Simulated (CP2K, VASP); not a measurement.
This is a calculation of SrMg3O4 for CP2K 2026.2. The cell comes from a database or a generator and needn't be the stable form of this composition.

srmg3o4_scf.inp

```
&GLOBAL
  PROJECT srmg3o4_scf
  RUN_TYPE ENERGY_FORCE
  PRINT_LEVEL LOW
&END GLOBAL
&FORCE_EVAL
  METHOD QS
  STRESS_TENSOR ANALYTICAL
  &DFT
    BASIS_SET_FILE_NAME BASIS_MOLOPT_UZH
    POTENTIAL_FILE_NAME GTH_POTENTIALS
    &MGRID
      CUTOFF 1400
      REL_CUTOFF 60
      NGRIDS 5
    &END MGRID
    &QS
      METHOD GPW
      EPS_DEFAULT 1.0E-10
    &END QS
    &KPOINTS
      SCHEME MONKHORST-PACK 8 8 3
      GAMMA_CENTERED T
      SYMMETRY T
      SYMMETRY_BACKEND SPGLIB
    &END KPOINTS
    &SCF
      SCF_GUESS ATOMIC
      EPS_SCF 1.0E-6
      MAX_SCF 100
      ADDED_MOS 22
      CHOLESKY OFF
      EPS_EIGVAL 1.0E-7
      &DIAGONALIZATION ON
        ALGORITHM STANDARD
      &END DIAGONALIZATION
      &MIXING ON
        METHOD BROYDEN_MIXING
        ALPHA 0.4
        BETA 1.5
        NBUFFER 8
      &END MIXING
      &SMEAR ON
        METHOD GAUSSIAN
        SIGMA [eV] 0.05
      &END SMEAR
    &END SCF
    &XC
      &XC_FUNCTIONAL
        &LDA_X
        &END LDA_X
        &LDA_C_PW
        &END LDA_C_PW
      &END XC_FUNCTIONAL
    &END XC
    &PRINT
      &KPOINTS ON
      &END KPOINTS
      &MULLIKEN ON
      &END MULLIKEN
      &MO ON
        ENERGIES T
        OCCUPATION_NUMBERS T
        &EACH
          QS_SCF 0
        &END EACH
        ADD_LAST NUMERIC
      &END MO
    &END PRINT
  &END DFT
  &SUBSYS
    &CELL
      A 3.3014960000 0.0000000000 0.0000000000
      B 0.0000000000 3.3014960000 0.0000000000
      C 0.0000000000 0.0000000000 8.9796080000
      PERIODIC XYZ
    &END CELL
    &COORD
      Sr  0.0000000000 0.0000000000 0.0000000000
      Mg  1.6507480000 1.6507480000 2.4455693000
      Mg  0.0000000000 0.0000000000 4.4898040000
      Mg  1.6507480000 1.6507480000 6.5340387000
      O   1.6507480000 1.6507480000 4.4898040000
      O   0.0000000000 0.0000000000 6.5103594737
      O   1.6507480000 1.6507480000 0.0000000000
      O   0.0000000000 0.0000000000 2.4692485263
    &END COORD
    &KIND Sr
      BASIS_SET TZVP-MOLOPT-PBE-GTH-q10
      POTENTIAL GTH-PADE-q10
    &END KIND
    &KIND Mg
      BASIS_SET TZVP-MOLOPT-PBE-GTH-q10
      POTENTIAL GTH-PADE-q10
    &END KIND
    &KIND O
      BASIS_SET TZVP-MOLOPT-PBE-GTH-q6
      POTENTIAL GTH-PADE-q6
    &END KIND
    &PRINT
      &ATOMIC_COORDINATES ON
      &END ATOMIC_COORDINATES
      &CELL ON
      &END CELL
    &END PRINT
  &END SUBSYS
  &PRINT
    &FORCES ON
    &END FORCES
    &STRESS_TENSOR ON
    &END STRESS_TENSOR
  &END PRINT
&END FORCE_EVAL
```

Potentials or basis: GTH_POTENTIALS Sr GTH-PADE-q10, Mg GTH-PADE-q10, O GTH-PADE-q6; TZVP-MOLOPT-PBE-GTH basis.

Run with:

```sh
$ OMP_NUM_THREADS=1 cp2k.psmp -i srmg3o4_scf.inp -o srmg3o4_scf.out
```

Problem. What does the same run look like in VASP 6.6.1? Potentials or basis there: LDA PAW files Mg_pv, O, Sr_sv, 520 eV.

Solution. As run (cutoffs and basis follow the program's own potentials, and thresholds, step limits or extra output files can differ):

File INCAR:

```
SYSTEM = SrMg3O4
ALGO = Normal ; EDIFF = 1E-6
ENCUT = 520 ; GGA = CA
ISIF = 2 ; ISMEAR = 0
LASPH = .True. ; LCHARG = .False.
LREAL = .False. ; LWAVE = .False.
NBANDS = 39 ; NELM = 100
PREC = Accurate ; SIGMA = 0.05
```

File KPOINTS:

```
k-points
0
Gamma
  8 8 3
  0 0 0
```

POSCAR

```
SrMg3O4
1.0
    3.3014960000      0.0000000000      0.0000000000
    0.0000000000      3.3014960000      0.0000000000
    0.0000000000      0.0000000000      8.9796080000
Sr Mg O
1 3 4
Direct
    0.0000000000      0.0000000000      0.0000000000
    0.5000000000      0.5000000000      0.2723470000
    0.0000000000      0.0000000000      0.5000000000
    0.5000000000      0.5000000000      0.7276530000
    0.5000000000      0.5000000000      0.5000000000
    0.0000000000      0.0000000000      0.7250160000
    0.5000000000      0.5000000000      0.0000000000
    0.0000000000      0.0000000000      0.2749840000
```

Potentials or basis: VASP PAW LDA potentials, release 64 (Sr_sv, Mg_pv, O).

Command:

```sh
$ cat potpaw_LDA.64/Sr_sv/POTCAR potpaw_LDA.64/Mg_pv/POTCAR potpaw_LDA.64/O/POTCAR > POTCAR
$ mpirun -np 1 vasp_std > vasp.out
```

Both were run:

|  | CP2K | VASP |
| --- | --- | --- |
| Pressure | -6.4 GPa | -8.0 GPa |

The potentials hold 64 and 58 valence electrons a cell.

The two programs' LDA may be different fits to the electron gas.

Pressure is positive in compression.
